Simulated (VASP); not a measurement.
# SrTiC2 (P6/mmm) in VASP: reference runs

Reference runs on SrTiC2: the cell as given and a disturbed copy.

Program: VASP 6.6.1. These are calculated values, not measurements. Logs are shortened: lines on timing, memory, paths and dates and some standing lists are left out, and cuts for length are marked.

### 1 The structure

The structure is hexagonal, space group P6/mmm (No. 191). The conventional cell has a = 3.775 Å, b = 3.775 Å, c = 6.284 Å, α = 90.00°, β = 90.00°, γ = 120.00°. Around Sr (site symmetry 6/mmm) lie 2 Ti at 3.14 Å. Ti (site symmetry 6/mmm) is surrounded by 6 C at 2.18 Å. C (site symmetry -6m2) is surrounded by 3 Ti at 2.18 Å and 3 C at 2.18 Å.

The cell was built by a generator and needn't be a form met in nature.

### 2 Single point, PBE

Input file INCAR:

```
SYSTEM = SrTiC2
ALGO = Normal
EDIFF = 1E-7
ENCUT = 520
GGA = PE
ISIF = 2
ISMEAR = -1
LASPH = .TRUE.
LCHARG = .TRUE.
LELF = .TRUE.
LREAL = .FALSE.
LVHAR = .TRUE.
LWAVE = .FALSE.
NBANDS = 23
NELM = 100
PREC = Accurate
SIGMA = 0.05
```

Input file KPOINTS:

```
k-points
0
G
  8 8 4
  0 0 0
```

Input file POSCAR:

```
SrTiC2
1.0
    3.7749700000      0.0000000000      0.0000000000
   -1.8874800000      3.2692200000      0.0000000000
    0.0000000000      0.0000000000      6.2840200000
Sr Ti C
1 1 2
Direct
    0.0000000000      0.0000000000      0.5000000000
    0.0000000000      0.0000000000      0.0000000000
    0.3333300000      0.6666700000      0.0000000000
    0.6666700000      0.3333300000      0.0000000000
```

Potentials or basis: VASP PAW PBE potentials, release 64 (Sr_sv, Ti_sv, C).

Launch:

```
$ cat potpaw_PBE.64/Sr_sv/POTCAR potpaw_PBE.64/Ti_sv/POTCAR potpaw_PBE.64/C/POTCAR > POTCAR
$ mpirun -np 1 vasp_std > vasp.out
```

OUTCAR:

```text
SYSTEM = SrTiC2
   EDIFF = 1E-7
   ENCUT = 520
   GGA = PE
   ISIF = 2
   ISMEAR = -1
   LASPH = .TRUE.
   LREAL = .FALSE.
   NELM = 100
   PREC = Accurate

 ion  position               nearest neighbor table
   1  0.000  0.000  0.500-   2 3.14   2 3.14
   2  0.000  0.000  0.000-   3 2.18   4 2.18   3 2.18   4 2.18   4 2.18   3 2.18   1 3.14   1 3.14

   3  0.333  0.667  0.000-   2 2.18   2 2.18   2 2.18
   4  0.667  0.333  0.000-   2 2.18   2 2.18   2 2.18

  LATTYP: Found a hexagonal cell.
 ALAT       =     3.7749700000
 C/A-ratio  =     1.6646542886

  Lattice vectors:

 A1 = (   3.7749700000,   0.0000000000,   0.0000000000)
 A2 = (  -1.8874800000,   3.2692200000,   0.0000000000)
 A3 = (   0.0000000000,   0.0000000000,   6.2840200000)

Analysis of symmetry for initial positions (statically):
=====================================================================
 Subroutine PRICEL returns:
 Original cell was already a primitive cell.

 Routine SETGRP: Setting up the symmetry group for a
 hexagonal supercell.

 Subroutine GETGRP returns: Found  8 space group operations
 (whereof  8 operations were pure point group operations)
 out of a pool of 24 trial point group operations.

The static configuration has the point symmetry D_2h.

Analysis of symmetry for dynamics (positions and initial velocities):
=====================================================================
 Subroutine PRICEL returns:
 Original cell was already a primitive cell.

 Routine SETGRP: Setting up the symmetry group for a
 hexagonal supercell.

 Subroutine GETGRP returns: Found  8 space group operations
 (whereof  8 operations were pure point group operations)
 out of a pool of 24 trial point group operations.

The dynamic configuration has the point symmetry D_2h.

 Subroutine INISYM returns: Found  8 space group operations
 (whereof  8 operations are pure point group operations),
 and found     1 'primitive' translations

----------------------------------------------------------------------------------------

                                     Primitive cell

  volume of cell :      77.5524

  direct lattice vectors                    reciprocal lattice vectors
     3.774970000  0.000000000  0.000000000     0.264902767  0.152941275  0.000000000
    -1.887480000  3.269220000  0.000000000     0.000000000  0.305883361  0.000000000
     0.000000000  0.000000000  6.284020000     0.000000000  0.000000000  0.159133803

  length of vectors
     3.774970000  3.774967571  6.284020000     0.305883164  0.305883361  0.159133803

  position of ions in fractional coordinates (direct lattice)
     0.000000000  0.000000000  0.500000000
     0.000000000  0.000000000  0.000000000
     0.333330000  0.666670000  0.000000000
     0.666670000  0.333330000  0.000000000

  ion indices of the primitive-cell ions
   primitive index   ion index
                 1           1
                 2           2
                 3           3
                 4           4

----------------------------------------------------------------------------------------

 KPOINTS: k-points

Automatic generation of k-mesh.
 Grid dimensions read from file:
 generate k-points for:    8    8    4

 Generating k-lattice:

  Cartesian coordinates                     Fractional coordinates (reciprocal lattice)
     0.033112846  0.019117659  0.000000000     0.125000000 -0.000000000  0.000000000
     0.000000000  0.038235420  0.000000000     0.000000000  0.125000000  0.000000000
     0.000000000  0.000000000  0.039783451     0.000000000  0.000000000  0.250000000

  Length of vectors
     0.038235395  0.038235420  0.039783451

  Shift w.r.t. Gamma in fractional coordinates (k-lattice)
     0.000000000  0.000000000  0.000000000

 Subroutine IBZKPT returns following result:
 ===========================================

 Found     63 irreducible k-points:

 Following reciprocal coordinates:
            Coordinates               Weight
  0.000000  0.000000  0.000000      1.000000
  0.125000  0.000000  0.000000      4.000000
 -0.125000  0.125000  0.000000      2.000000
  0.250000  0.000000  0.000000      4.000000
 -0.250000  0.250000  0.000000      2.000000
  0.375000  0.000000  0.000000      4.000000
[... 16 lines left out ...]
  0.125000  0.000000  0.250000      8.000000
 -0.125000  0.125000  0.250000      4.000000
 [... further k-points ...]
   k-points           NKPTS =     63   k-points in BZ     NKDIM =     63   number of bands    NBANDS=     23
   number of dos      NEDOS =    301   number of ions     NIONS =      4
   total plane-waves  NPLWV =  37632
   dimension x,y,z NGX =    28 NGY =   28 NGZ =   48
   dimension x,y,z NGXF=    56 NGYF=   56 NGZF=   96
   ions per type =               1   1   2
   NGX,Y,Z   is equivalent  to a cutoff of  12.33, 12.33, 12.70 a.u.
   NGXF,Y,Z  is equivalent  to a cutoff of  24.66, 24.66, 25.40 a.u.
 SYSTEM =  SrTiC2
   PREC   = accura    normal or accurate (medium, high low for compatibility)
   ISTART =      0    job   : 0-new  1-cont  2-samecut
   ICHARG =      2    charge: 1-file 2-atom 10-const
   ISPIN  =      1    spin polarized calculation?
   LNONCOLLINEAR =      F non collinear calculations
   LSORBIT =      F    spin-orbit coupling
   LASPH  =      T    aspherical Exc in radial PAW
   ENCUT  =  520.0 eV  38.22 Ry    6.18 a.u.   7.02  7.02 11.68*2*pi/ulx,y,z
   NELM   =    100;   NELMIN=  2; NELMDL= -5     # of ELM steps
   EDIFF  = 0.1E-06   stopping-criterion for ELM
   LREAL  =      F    real-space projection
   EDIFFG = 0.1E-05   stopping-criterion for IOM
   NSW    =      0    number of steps for IOM
   IBRION =     -1    ionic relax: 0-MD 1-quasi-New 2-CG
   NFREE  =      0    steps in history (QN), initial steepest desc. (CG)
   ISIF   =      2    stress and relaxation
   ISYM   =      2    0-nonsym 1-usesym 2-fastsym
   POTIM  = 0.5000    time-step for ionic-motion
   TEBEG  =    0.0;   TEEND  =   0.0 temperature during run
   PSTRESS=    0.0 pullay stress
   NELECT =      30.0000    total number of electrons
   NUPDOWN=      -1.0000    fix difference up-down
   EMIN   =  10.00;   EMAX   =-10.00  energy-range for DOS
   EFERMI =   0.00;   METHOD = LEGACY
   ISMEAR =    -1;   SIGMA  =   0.05  broadening in eV -4-tet -1-fermi 0-gaus
   EFERMI_NEDOS =   21; number of points for ismear=-14 and -15
   IALGO  =     38    algorithm
   IMIX   =      4    mixing-type and parameters
     AMIX     =   0.40;   BMIX     =  1.00
     AMIX_MAG =   1.60;   BMIX_MAG =  1.00
  volume/ion in A,a.u.               =      19.39       130.84
  Fermi-wavevector in a.u.,A,eV,Ry     =   1.192844  2.254148 19.359402  1.422876
  Thomas-Fermi vector in A             =   2.328872
   LORBIT       =      0    0 simple, 1 ext, 2 COOP (PROOUT), +10 PAW based schemes
   GGA     = PE    functional components
   LHFCALC =     F    Hartree Fock is set to
   AEXX    =    0.0000 exact exchange contribution
   IVDW    =     0    specifies the selected vdW correction
   LEPSILON=     F    determine dielectric tensor
   LRPA    =     F    only Hartree local field effects (RPA)
 non-spin polarized calculation
  energy-cutoff  :      520.00
  volume of cell :       77.55
 maximum number of plane-waves:      2100
   NGX = 13   NGY = 13   NGZ = 23

 number of electron      29.9999990 magnetization

 Free energy of the ion-electron system (eV)
  ---------------------------------------------------
  ext. energy  EPLUGINS =         0.00000000
  ---------------------------------------------------
  free energy    TOTEN  =       -21.63425787 eV

  energy without entropy =      -21.59500641  energy(sigma->0) =      -21.61463214

 E-fermi :   4.3321     XC(G=0):  -9.5390

 val. band max:        4.3275254847   @ k =   0.1250   0.1250   0.5000
 cond. band min:       4.3808388754   @ k =   0.2500   0.0000   0.0000
 fundamental gap:      0.0533133908
 Fermi energy:         4.3321145055

 k-point     1 :       0.0000    0.0000    0.0000
  band No.  band energies     occupation
      1     -52.2320      2.00000
      2     -32.1847      2.00000
      3     -28.7494      2.00000
      4     -28.4283      2.00000
      5     -28.4283      2.00000
      6     -14.1938      2.00000
[... 15 lines left out ...]
     22       7.0570      0.00000
     23       9.5201      0.00000

 k-point     2 :       0.1250    0.0000    0.0000
  band No.  band energies     occupation
      1     -52.2314      2.00000
      2     -32.1778      2.00000
      3     -28.7485      2.00000
      4     -28.4397      2.00000
      5     -28.4313      2.00000
      6     -14.1826      2.00000
[... 15 lines left out ...]
     22       7.3742      0.00000
     23       8.5305      0.00000

 k-point     3 :      -0.1250    0.1250    0.0000
  band No.  band energies     occupation
      1     -52.2314      2.00000
      2     -32.1778      2.00000
      3     -28.7485      2.00000
      4     -28.4397      2.00000
      5     -28.4313      2.00000
      6     -14.1826      2.00000
[... 15 lines left out ...]
     22       7.3742      0.00000
     23       8.5305      0.00000

 k-point     4 :       0.2500    0.0000    0.0000
  band No.  band energies     occupation
      1     -52.2300      2.00000
      2     -32.1611      2.00000
      3     -28.7462      2.00000
      4     -28.4670      2.00000
      5     -28.4385      2.00000
      6     -14.2411      2.00000
[... 15 lines left out ...]
     22       7.6981      0.00000
     23       8.2747      0.00000

 k-point     5 :      -0.2500    0.2500    0.0000
  band No.  band energies     occupation
      1     -52.2300      2.00000
      2     -32.1611      2.00000
      3     -28.7462      2.00000
      4     -28.4670      2.00000
      5     -28.4385      2.00000
      6     -14.2411      2.00000
[... 434 lines left out ...]
 k-point    22 :       0.0000    0.0000    0.2500
  band No.  band energies     occupation
      1     -52.2320      2.00000
      2     -32.1855      2.00000
      3     -28.7475      2.00000
      4     -28.4283      2.00000
      5     -28.4283      2.00000
      6     -14.2054      2.00000
[... 15 lines left out ...]
     22       7.0274      0.00000
     23       8.5500      0.00000

 k-point    23 :       0.1250    0.0000    0.2500
  band No.  band energies     occupation
      1     -52.2314      2.00000
      2     -32.1787      2.00000
      3     -28.7466      2.00000
      4     -28.4397      2.00000
      5     -28.4313      2.00000
      6     -14.1937      2.00000
[... 15 lines left out ...]
     22       7.3498      0.00000
     23       8.1413      0.00000

 k-point    24 :      -0.1250    0.1250    0.2500
  band No.  band energies     occupation
      1     -52.2314      2.00000
      2     -32.1787      2.00000
      3     -28.7466      2.00000
      4     -28.4397      2.00000
      5     -28.4313      2.00000
      6     -14.1937      2.00000
[... 15 lines left out ...]
     22       7.3498      0.00000
     23       8.1413      0.00000

 [... further k-points ...]

------------------------ aborting loop because EDIFF is reached ----------------------------------------

  FORCE on cell =-STRESS in cart. coord.  units (eV):
  Direction    XX          YY          ZZ          XY          YZ          ZX
  --------------------------------------------------------------------------------------
  -------------------------------------------------------------------------------------
  Total       -0.2690822     -0.2698254     -0.2899424     -0.0006440      0.0000000      0.0000000
  in kB       -5.5590460     -5.5744002     -5.9900035     -0.0133054      0.0000000      0.0000000
  external PRESSURE =      -5.7078166 kB  Pullay stress =       0.0000000 kB

 VOLUME and BASIS-vectors are now :
 -----------------------------------------------------------------------------
  energy-cutoff  :      520.00
  volume of cell :       77.55
      direct lattice vectors                 reciprocal lattice vectors
     3.774970000  0.000000000  0.000000000     0.264902767  0.152941275  0.000000000
    -1.887480000  3.269220000  0.000000000     0.000000000  0.305883361  0.000000000
     0.000000000  0.000000000  6.284020000     0.000000000  0.000000000  0.159133803

 POSITION                                       TOTAL-FORCE (eV/Angst)
 -----------------------------------------------------------------------------------
      0.00000      0.00000      3.14201         0.000000      0.000000      0.000000
      0.00000      0.00000      0.00000         0.000000      0.000000      0.000000
     -0.00002      2.17949      0.00000        -0.000172      0.000099      0.000000
      1.88751      1.08973      0.00000         0.000172     -0.000099     -0.000000
 -----------------------------------------------------------------------------------
    total drift:                               -0.000000      0.000000      0.000000

  FREE ENERGIE OF THE ION-ELECTRON SYSTEM (eV)
  ---------------------------------------------------
  free  energy   TOTEN  =       -21.6342578729 eV

  energy  without entropy=      -21.5950064052  energy(sigma->0) =      -21.61463214
```

Wall time 61 s (1 thread of Intel Xeon 6975P-C (Granite Rapids), shared host); peak memory 0.26 GiB.

Results:

* Free energy: -21.6343 eV
* Pressure: -0.6 GPa
* Band gap on the k mesh: none (metal or under the smearing width)

Levels at points of the mesh, in eV from the Fermi level:
```tsv
k point	band 13	band 14	band 15	band 16	band 17	band 18
(0.00, 0.00, 0.00)	-3.69	-2.71	-0.35	1.22	1.22	2.33
(0.50, 0.00, 0.00)	-2.04	-0.78	-0.41	-0.15	0.13	0.80
(0.50, 0.50, 0.00)	-2.04	-0.78	-0.41	-0.15	0.13	0.80
(0.00, 0.00, 0.50)	-4.57	-1.03	-0.05	1.41	1.41	2.19
(0.50, 0.00, 0.50)	-1.99	-1.46	-0.15	0.80	0.86	1.08
(0.50, 0.50, 0.50)	-1.99	-1.46	-0.15	0.80	0.86	1.08
```

### 3 Single point, PBE (atoms moved at random, drawn with an rms of 0.05 Å)

Input file INCAR:

```
SYSTEM = SrTiC2
PREC = Accurate
ENCUT = 520
EDIFF = 1E-7
ISMEAR = -1
SIGMA = 0.05
LREAL = .FALSE.
LASPH = .TRUE.
NELM = 100
ALGO = Normal
ISIF = 2
LWAVE = .FALSE.
LCHARG = .FALSE.
GGA = PE
NBANDS = 23
```

Input file KPOINTS:

```
regular mesh
0
G
  8 8 4
  0 0 0
```

Input file POSCAR:

```
SrTiC2
1.0
    3.7749700000      0.0000000000      0.0000000000
   -1.8874800000      3.2692200000      0.0000000000
    0.0000000000      0.0000000000      6.2840200000
Sr Ti C
1 1 2
Direct
    0.0096560000      0.0035340000      0.5081800000
    0.0252930000      0.0098270000      0.0048930000
    0.3314900000      0.6735750000      0.0014190000
    0.6534830000      0.3356920000     -0.0024360000
```

Potentials or basis: VASP PAW PBE potentials, release 64 (Sr_sv, Ti_sv, C).

Launch:

```
$ cat potpaw_PBE.64/Sr_sv/POTCAR potpaw_PBE.64/Ti_sv/POTCAR potpaw_PBE.64/C/POTCAR > POTCAR
$ mpirun -np 1 vasp_std > vasp.out
```

Wall time 2 min (1 thread of Intel Xeon 6975P-C (Granite Rapids), shared host); peak memory 0.37 GiB.

Results (log left out):

```yaml
Free_energy: -21.6280 eV
Pressure: 0.0 GPa
Largest_force: 0.285 eV/Å
Band_gap_on_the_k_mesh: none (metal or under the smearing width)
```

Forces on the atoms (eV/Å):
```
Sr  -0.025 -0.018  0.050
Ti  -0.210 -0.039  0.078
C    0.282 -0.036 -0.015
C   -0.048  0.093 -0.113
```

Stress tensor (GPa, compression positive):
```
 0.36  0.92 -0.01
 0.92  0.05 -0.01
-0.01 -0.01 -0.53
```

Levels at points of the mesh, in eV from the Fermi level:
```tsv
k point	band 11	band 12	band 13	band 14	band 15	band 16	band 17	band 18	band 19	band 20
(0.00, 0.00, 0.00)	-4.89	-4.41	-3.71	-2.72	-0.35	1.18	1.22	2.18	2.32	2.55
(0.50, 0.00, 0.00)	-3.58	-3.50	-2.21	-0.78	-0.34	-0.01	0.13	0.83	2.00	2.61
(0.00, 0.50, 0.00)	-3.44	-3.42	-1.97	-0.80	-0.55	-0.32	0.13	0.91	2.01	2.62
(0.50, 0.50, 0.00)	-3.43	-3.41	-1.97	-0.80	-0.53	-0.22	0.13	0.85	2.01	2.62
(0.00, 0.00, 0.50)	-4.88	-4.59	-4.40	-1.05	-0.05	1.34	1.40	2.06	2.27	2.39
(0.50, 0.00, 0.50)	-3.60	-3.27	-2.16	-1.42	-0.01	0.77	0.86	1.13	1.23	2.66
(0.00, 0.50, 0.50)	-3.46	-3.19	-1.91	-1.52	-0.33	0.69	0.81	1.18	1.21	2.77
(0.50, 0.50, 0.50)	-3.45	-3.17	-1.92	-1.52	-0.22	0.74	0.83	1.12	1.22	2.72
```
